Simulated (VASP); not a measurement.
Crystal: Si3N4.

```xyz
14
Lattice="7.6600 0.0000 0.0000 -3.8300 6.6338 0.0000 0.0000 0.0000 2.9247" Properties=species:S:1:pos:R:3 pbc="T T T"
Si   -1.3891    5.4732    2.1935
Si    2.2255    1.5336    0.7312
Si    4.0454    3.9396    0.7312
Si   -0.2154    2.6942    2.1935
Si    1.6045    5.1002    2.1935
Si    5.2191    1.1606    0.7312
N     0.0000    4.4225    2.1935
N     3.8300    2.2113    0.7312
N     4.8586    4.4446    2.1935
N    -1.4198    6.4299    0.7312
N     2.4484    4.6484    0.7312
N     1.3816    1.9853    2.1935
N    -1.0285    2.1892    0.7312
N     5.2499    0.2039    2.1935
```

The cell is a database's computed one.

Base run:

```yaml
Program: VASP 6.6.1
Functional: PBE
Potentials_or_basis: VASP PAW PBE potentials, release 64 (Si, N)
Cutoff: 600 eV
k_mesh: 6 × 6 × 12
Occupations: gaussian, width 0.02 eV
Spin: no spin polarisation
```

Its results: band gap on the k mesh 4.25 eV, indirect (least direct gap 4.45 eV); largest force 0.004 eV/Å.

Task: The run is repeated on the same cell with these changes: functional from PBE to r2SCAN; cutoff from 600 eV to 450 eV; further incar settings from ALGO = Fast; EDIFF = 1e-06; NBANDS = 45 to ALGO = Normal; EDIFF = 1e-06; NBANDS = 45. What comes out?

Result: Band gap on the k mesh 4.90 eV, indirect (least direct gap 5.11 eV); largest force 0.044 eV/Å.

Caveats: the PAW data sets were made with another functional, which shifts forces and pressure a little (some runs).
